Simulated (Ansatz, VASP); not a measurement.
# TaN: VASP beside Ansatz, part 2 of 2

Wanted: the spread between two codes on one cell, functional and k mesh. The cell is taken from a series of runs on this material, whose earlier steps may have relaxed, scaled, displaced or heated it; both programs get it as it stands.

VASP 6.6.1 and Ansatz 0.2.0.

So far: The starting structure; VASP: zone-centre phonons, PBEsol, pair 1.

## 3. Ansatz: zone-centre phonons, PBEsol, pair 1

Level of this step: Ansatz beside VASP: Kohn-Sham DFT, plane waves, PBEsol (Ansatz).

Ansatz runs on its PAW soft_1 files.

The same cell, functional, mesh and smearing now go to Ansatz, which takes its cutoff from its data sets.

Contents of input.yaml:

```yaml
crystal:
  lattice:
    - [0.0, 2.1953676129, 2.1436458502]
    - [2.1953676129, 0.0, 2.1436458502]
    - [2.1953676129, 2.1953676129, 0.0]
  atoms:
    - { symbol: "N", position: [0.0, 0.0, 0.0] }
    - { symbol: Ta, position: [0.5, 0.5, 0.5] }
kpoints:
  mp_grid: { grid: [16, 16, 16] }
hamiltonian:
  xc: pbesol
  pseudopotentials: { kind: paw, azcp: { folder: soft_1 }, xc_functional: pbe }
scf:
  occupations: { method: methfessel_paxton, width: 0.2 }
output:
  eigenvalues: true
phonons:
  method: dfpt
```

On the command line:

```bash
$ ansatz run input.yaml --threads 4 --pin off --max-ram 10240MiB --backend cpu --events-out ev --progress --plain --runs-dir out
```

Numbers of over 12 decimals in the logs are rounded to 6 here.

What it wrote:

```text
zone centre: on kpoints.mp_grid the ground state, and the responses unless they are solved on pairs of k-points, stand on 621 of the mesh's 4096 k-points, reduced under 8 symmetry operations, with k and −k counted as one. Each operation leaves every solved displacement unchanged or reverses it
Engine: ansatz 0.2.0, aarch64-unknown-linux-gnu
Pseudopotentials: kind: paw
Pseudopotential: N, paw, valence charge 5, recommended cutoff 420 eV (normal), soft_1/N.paw.azcp
Pseudopotential: Ta, paw, valence charge 13, recommended cutoff 420 eV (normal), soft_1/Ta.paw.azcp
Functional definition: PBEsol
  exchange = pbesol_x
  correlation = pbesol_c
Crystal: 2 atoms, lattice volume = 20.663 Å³
Basis set: ecut = 420 eV, 411 PW (Γ), exchange–correlation on 48×48×48 points (8 copies of the dense FFT grid, shifted against one another)
Bands: 13, of which v1, the nominal top of the filled ones, is band 9 counted from 1 (8 counted from 0)
Symmetry: 16 space group operations
k-points: 621 of 4096 (irreducible under 8 space group operations)
Non-local potential: N, projectors of the file, l = 0: 2, l = 1: 2, l = 2: 1
Non-local potential: Ta, projectors of the file, l = 0: 3, l = 1: 2, l = 2: 2, l = 3: 1
PAW form: soft (Blöchl's): semilocal exchange-correlation on the pseudo side does not see the compensation charge
PAW frozen core: N, regenerated for the run's functional, and the local potential with it (the file was generated under x = pbe(κ = 0.804, μ = 0.219515), c = pbe(β = 0.066725))
PAW frozen core: Ta, regenerated for the run's functional, and the local potential with it (the file was generated under x = pbe(κ = 0.804, μ = 0.219515), c = pbe(β = 0.066725))
PAW one-centre angular grid: N, 110 points (default); XC on 64 Gauss nodes
PAW one-centre angular grid: Ta, 590 points (default); XC on 64 Gauss nodes
Initial density: superposition of atomic densities (chi_scale 0.1, normalization cell, long waves kept (reshape's long-wave potential 0.00 eV rms))
Initial wavefunctions: pseudopotential atomic-orbital guess
Functional: x = pbesol(κ = 0.804, μ = 0.123457), c = pbesol(β = 0.046)
SCF iter   1: F=—  HF=-10188.058192 eV  |F-HF|=—  |Δ(HF+E_count)|=         —  Δρ=4.98e-2  dr2=5.04e-1  ethr=3.10e-3  ⟨swp⟩=5.0  Hψ=86297  notcnv=0
automatic band count: the SCF goes on with 17 bands, as 13 were too few: the levels above may hold too much charge
preconditioner: auto → none  [metal: Δε(μ)=0.017 eV  Ē_g=16.176 eV  σ=0.200 eV  W_gap=0.07  n_scr=8 (ndim 8)  ℏωp=25.8 eV  f_vac=0.000  D(μ)=0.84/eV (n_scr^D=8)  sad-step TF]
SCF iter   2: F=—  HF=-10188.027284 eV  |F-HF|=—  |Δ(HF+E_count)|=   3.09e-2  S|Δr|=    0.00e0  Δρ=3.55e-2  dr2=2.92e-1  ethr=2.80e-3  ⟨swp⟩=1.0  Hψ=15525  notcnv=0
SCF iter   3: F=—  HF=-10187.960440 eV  |F-HF|=—  |Δ(HF+E_count)|=   6.68e-2  S|Δr|=    0.00e0  Δρ=3.14e-3  dr2=4.54e-4  ethr=1.62e-3  ⟨swp⟩=2.4  Hψ=14109  notcnv=0
SCF iter   4: F=—  HF=-10187.960752 eV  |F-HF|=—  |Δ(HF+E_count)|=   3.12e-4  S|Δr|=    0.00e0  Δρ=6.07e-4  dr2=9.16e-5  ethr=2.52e-6  ⟨swp⟩=2.7  Hψ=19446  notcnv=0  defer=858
SCF iter   5: F=—  HF=-10187.960734 eV  |F-HF|=—  |Δ(HF+E_count)|=   1.78e-5  S|Δr|=    0.00e0  Δρ=4.84e-5  dr2=3.34e-7  ethr=5.09e-7  ⟨swp⟩=2.2  Hψ=11662  notcnv=0  defer=858
SCF iter   6: F=—  HF=-10187.960733 eV  |F-HF|=—  |Δ(HF+E_count)|=   1.02e-6  S|Δr|=    0.00e0  Δρ=5.22e-6  dr2=3.93e-9  ethr=1.85e-9  ⟨swp⟩=2.4  Hψ=13560  notcnv=0  defer=971
SCF iter   7: F=—  HF=-10187.960733 eV  |F-HF|=—  |Δ(HF+E_count)|=   1.21e-9  S|Δr|=    0.00e0  Δρ=1.08e-6  dr2=1.27e-10  ethr=2.19e-11  ⟨swp⟩=2.0  Hψ=14655  notcnv=0  defer=971
SCF iter   8: F=-10187.960733 eV  HF=-10187.960733 eV  |F-HF|=1.82e-12  |Δ(HF+E_count)|=  1.64e-11  S|Δr|=    0.00e0  Δρ=6.67e-8  dr2=4.24e-13  ethr=1.00e-12  ⟨swp⟩=9.6  Hψ=47673  notcnv=0
SCF 1 converged in 8 iterations: F = -10187.960733 eV  dr2 = 4.24e-13
  greatest PAW one-centre occupation: 0.999 electrons in one spin orbital (limit 2), on the Ta atom at site 1 (counted from 0), in its partial waves of l = 0
DFPT response loops at Γ: preconditioner auto → Kerker (q_TF=auto, 2.666 Å⁻¹) (partly filled bands, converged f_vac=0.000); β = 1.00, the filter's whole step (`scf.mixing.beta` (0.50) is not read by the response loops under this deck's `scf.mixing.preconditioner`; to damp them name `kerker` or `kerker_dos`, under which they read `scf.mixing.beta`, and type it under 1.00, their step now; both keys bind the ground state too); Broyden in place of MSR1
SCF converged after 8 iterations
Stability not checked: this state was not tested for a lower state beside it, because cold or Methfessel-Paxton smearing, or corrected tetrahedra, fill the levels in a way that the test cannot read (fill_not_monotonic; see scf.lower_state_search)
Free energy (F): -10187.960733 eV
Harris-Foulkes:  -10187.960733 eV  (|F-HF|=1.82e-12)
Internal energy: -10187.960246 eV  (E = F + TS)
E sigma→0 (E₀):  -10187.960611 eV
Entropy (-TS):   -0.000487 eV (-0.244 meV/atom)
Fermi energy:    22.081629 eV
--- Per-component energies (eV) ---
  E_band       = -37.619634
  E_kinetic    = 526.835486
  E_local      = -551.508306  (includes V_loc(G=0)·N_el)
  E_nonlocal   = 26.590488
  E_hartree    = 198.541933
  E_xc         = -379.748852
  E_vxc        = -311.190761  (∫ρ·V_xc dr)
  E_paw        = -8304.840921  (= ΣΔE_a)
  E_vpaw       = -125.431297  (= ΣTr[D̂ρ^β])
  E_aug_tail   = 0.000894  (compensation charges beyond the density's cutoff)
  E_ewald      = -1704.072780
  E_core_change = 0.241812  (= ΣΔE_core)
  E_smearing   = -0.000487  (= −TS)
  E_closure    = 0.000000  (closes the sum)
  Σ components = -10187.960733   (vs F -10187.960733, Δ=0.00e0)
--- Band table (eV; the first three rows and the last of 621) ---
  k-point 0: bands = [... 5 lower, 18.1537, 18.1537, 18.2771, 19.7979, 19.7979, 20.0977, 21.9699, 22.1812, ... 4 higher]
  k-point 1: bands = [... 5 lower, 17.6550, 17.7907, 17.8966, 19.9766, 20.0258, 20.2624, 22.3742, 22.5948, ... 4 higher]
  k-point 2: bands = [... 5 lower, 16.6059, 17.0558, 17.1515, 20.3790, 20.4171, 20.5841, 23.3545, 23.5907, ... 4 higher]
  k-point 620: bands = [... 5 lower, 15.5921, 16.3735, 17.3200, 17.3200, 24.3203, 25.8443, 25.8443, 27.0106, ... 4 higher]
--- Phonons (Γ-DFPT): 4 representative perturbations + reference, on 621 of 4096 k-points (Σ response iterations 12) ---
  k mesh reduced under 8 symmetry operations, with k and −k counted as one. Each operation leaves every solved displacement unchanged or reverses it
  ASR residual: 3.779e-5 → 0.000e0 eV/Å²; symmetrization residual: 8.732e-7 eV/Å²
  ASR residual per site (eV/Å²): 3.78e-5 2.12e-5
  Γ frequencies (cm⁻¹): 0.00 0.00 0.00 393.50 393.50 483.83
  non-analytic LO–TO correction: not included (Born effective charges unavailable; polar crystals: no LO–TO splitting at Γ)
```

## 4. Side by side

Known differences besides the potentials themselves: the data sets hold 18 valence electrons in Ansatz (on its PAW soft_1 files) and 16 in VASP; the cutoff is 420 eV in Ansatz and 600 eV in VASP; Ansatz makes its cores anew for this functional, VASP keeps those of its PBE data sets. Total energies have different zeros and are not compared.

Both answers:

```csv
quantity,Ansatz,VASP,difference
optical mode 1 to 2 (cm⁻¹),393.5,393.6,-0.03 %
optical mode 3 (cm⁻¹),483.8,486.0,-0.45 %
```

Modes are paired by rising frequency, not by their patterns, so a pair may set unlike modes beside each other; they are those without the splitting of longitudinal modes.

## 5. VASP: zone-centre phonons, PBEsol, pair 2

Second derivatives magnify differences that forces hide, and they need a tight electronic threshold. The cell compared in this pair holds 20.80 Å³, against 20.66 Å³ for the pair before.

Contents of INCAR:

```
SYSTEM = TaN
PREC = Accurate
ENCUT = 600
EDIFF = 1E-08
NELM = 120
ISMEAR = 1
SIGMA = 0.2
LREAL = .FALSE.
ALGO = Normal
GGA = PS
NBANDS = 14
LASPH = .TRUE.
LORBIT = 11
LWAVE = .FALSE.
LCHARG = .FALSE.
ISIF = 2
IBRION = 8
GGA_COMPAT = .FALSE.
KPAR = 2
```

Contents of POSCAR:

```
TaN
1.0
    0.0000000000      2.1915234858      2.1655197874
    2.1915234858      0.0000000000      2.1655197874
    2.1915234858      2.1915234858      0.0000000000
N Ta
1 1
Direct
    0.0000000000      0.0000000000      0.0000000000
    0.5000000000      0.5000000000      0.5000000000
```

Contents of KPOINTS:

```
Automatic mesh
0
Gamma
16 16 16
0 0 0
```

Potentials, in the order of the species: N and Ta_pv (PBE family, release 64).

On the command line:

```bash
$ mpirun -np 2 vasp_std
```

What it wrote:

```text
[banner, memory and clock lines left out]
running    2 mpi-ranks, on    1 nodes
[...]
[... a notice as in an earlier step ...]

 LDA part: xc-table for (Slater+PW92), standard interpolation
 POSCAR, INCAR and KPOINTS ok, starting setup
[...]
entering main loop
       N       E                     dE             d eps       ncg     rms          rms(c)
DAV:   1     0.969895027178E+02    0.96990E+02   -0.97674E+03  9780   0.136E+03
DAV:   2    -0.226234183905E+02   -0.11961E+03   -0.11276E+03 11860   0.344E+02
DAV:   3    -0.259798034294E+02   -0.33564E+01   -0.33069E+01 11440   0.543E+01
DAV:   4    -0.259986868400E+02   -0.18883E-01   -0.18874E-01 11350   0.409E+00
[...]
DAV:  12    -0.232058111099E+02    0.16633E-06   -0.39615E-06 12730   0.210E-02    0.166E-03
DAV:  13    -0.232058109736E+02    0.13627E-06   -0.16256E-07 10744   0.346E-03    0.731E-04
DAV:  14    -0.232058109659E+02    0.76811E-08   -0.53294E-09  8372   0.968E-04
   1 F= -.23205811E+02 E0= -.23205231E+02  d E =-.174038E-02
[...]
RMM:  13    -0.163543971465E+00   -0.44750E-08   -0.17419E-07 31903   0.216E-05    0.675E-07
RMM:  14    -0.163543981765E+00   -0.10300E-07   -0.10807E-07 27841   0.134E-05    0.334E-07
RMM:  15    -0.163543981920E+00   -0.15558E-09   -0.65033E-08 18052   0.871E-06    0.184E-07
 first order change of Fermi-energy  -0.70379E-04
 force on displaced ion       2 direction 1 :  -7.711   0.000   0.000
 Linear response progress:
  Degree of freedom:   4/  4
       N       E                     dE             d eps       ncg     rms          rms(c)
RMM:   1    -0.136311810186E+00   -0.13631E+00    0.11487E+01 10343   0.245E+01
RMM:   2    -0.164660733568E+00   -0.28349E-01   -0.26153E-02 15285   0.148E+00    0.116E-01
RMM:   3    -0.163882937224E+00    0.77780E-03   -0.19671E-03 17733   0.294E-01    0.531E-02
RMM:   4    -0.163351831708E+00    0.53111E-03   -0.17223E-04 18864   0.954E-02    0.187E-02
[...]
RMM:  11    -0.163127581802E+00   -0.25492E-07    0.25645E-07 20871   0.887E-05    0.617E-06
RMM:  12    -0.163127597355E+00   -0.15552E-07    0.12319E-07 19497   0.445E-05    0.709E-07
RMM:  13    -0.163127603771E+00   -0.64166E-08    0.96200E-08 17589   0.248E-05    0.737E-07
 first order change of Fermi-energy   0.45592E-04
 force on displaced ion       2 direction 3 :   0.000   0.000  -9.538
 Linear response finished
```

OUTCAR, selected parts (step 5):

```text
  Total        0.1501939      0.1501939      1.0904594      0.0000000      0.0000000      0.0000000
  in kB       11.5685406     11.5685406     83.9915621      0.0000000      0.0000000      0.0000000
  external PRESSURE =      35.7095478 kB  Pullay stress =       0.0000000 kB

 POSITION                                       TOTAL-FORCE (eV/Angst)
 -----------------------------------------------------------------------------------
      0.00000      0.00000      0.00000         0.000000     -0.000000      0.000000
      2.19152      2.19152      2.16552        -0.000000      0.000000     -0.000000
 -----------------------------------------------------------------------------------
    total drift:                                0.000000      0.000000      0.000000

[... 1 part as in an earlier step ...]

[... 1 further part left out ...]
```

## 6. Ansatz: zone-centre phonons, PBEsol, pair 2

The same cell, functional, mesh and smearing now go to Ansatz, which takes its cutoff from its data sets.

The cell is taken from a series of runs on this material, whose earlier steps may have relaxed, scaled, displaced or heated it; both programs get it as it stands.

input.yaml, the sections that differ from step 3:

```yaml
crystal:
  lattice:
    - [0.0, 2.1915234858, 2.1655197874]
    - [2.1915234858, 0.0, 2.1655197874]
    - [2.1915234858, 2.1915234858, 0.0]
  atoms:
    - { symbol: "N", position: [0.0, 0.0, 0.0] }
    - { symbol: Ta, position: [0.5, 0.5, 0.5] }
# kpoints, hamiltonian, scf, output, phonons: as in step 3
```

On the command line:

```bash
$ ansatz run input.yaml --threads 4 --pin off --max-ram 10240MiB --backend cpu --events-out ev --progress --plain --runs-dir out
```

What it wrote:

```text
[...]
Crystal: 2 atoms, lattice volume = 20.801 Å³
Basis set: ecut = 420 eV, 411 PW (Γ), exchange–correlation on 48×48×48 points (8 copies of the dense FFT grid, shifted against one another)
Bands: 13, of which v1, the nominal top of the filled ones, is band 9 counted from 1 (8 counted from 0)
Symmetry: 16 space group operations
k-points: 621 of 4096 (irreducible under 8 space group operations)
[...]
k-point 2: bands = [... 5 lower, 16.4802, 16.9520, 16.9969, 20.2650, 20.2948, 20.3782, 23.2800, 23.4335, ... 4 higher]
  k-point 620: bands = [... 5 lower, 15.3514, 16.2777, 17.2196, 17.2196, 24.1283, 25.6490, 25.6490, 26.7609, ... 4 higher]
[...]
ASR residual: 3.528e-5 → 0.000e0 eV/Å²; symmetrization residual: 7.338e-7 eV/Å²
  ASR residual per site (eV/Å²): 3.44e-5 3.53e-5
  Γ frequencies (cm⁻¹): 0.00 0.00 0.00 400.89 400.89 445.07
[...]
[key lines of the parts left out:]
SCF converged after 8 iterations
Free energy (F): -10187.975544 eV
Fermi energy:    21.923307 eV
```

## 7. Side by side

What differs besides the data sets and the points named for the pairs above, as far as they apply: the data sets hold 18 valence electrons in Ansatz (on its PAW soft_1 files) and 16 in VASP. Total energies have different zeros and are not compared.

Compared:

```
                  quantity  Ansatz   VASP  difference
optical mode 1 to 2 (cm⁻¹)   400.9  401.5     -0.16 %
     optical mode 3 (cm⁻¹)   445.1  446.6     -0.35 %
```

Modes are paired by rising frequency, not by their patterns, so a pair may set unlike modes beside each other; they are those without the splitting of longitudinal modes.

## 8. What came out

```json
{
 "r.m.s. difference of the optical zone-centre modes, each program's sorted by frequency (zone-centre phonons, PBEsol, pair 1)": "1.3 cm⁻¹",
 "r.m.s. difference of the optical zone-centre modes, each program's sorted by frequency (zone-centre phonons, PBEsol, pair 2)": "1.0 cm⁻¹"
}
```

In words: The r.m.s. difference of the optical zone-centre modes, each program's sorted by frequency is 1.3 cm⁻¹ (zone-centre phonons, PBEsol, pair 1). The data sets hold unlike numbers of valence electrons (18 in Ansatz and 16 in VASP), so part of the differences comes from the potentials. Such differences can come from data sets, numerical settings and the points named under the comparisons, not from the functional's error against experiment.

[Lines on the potential files, build, host, timing and source positions are cut from VASP's logs without a mark.]

[Logs are printed without paths, hosts, clocks, repeated set-up lines and the standing remarks that a program may print on its own settings, such as how far it seeks lower states.]

[Hosts, paths, dates, database ids (printed as entryN), source tags and the programs' standing remarks are cut or masked in the printed files.]
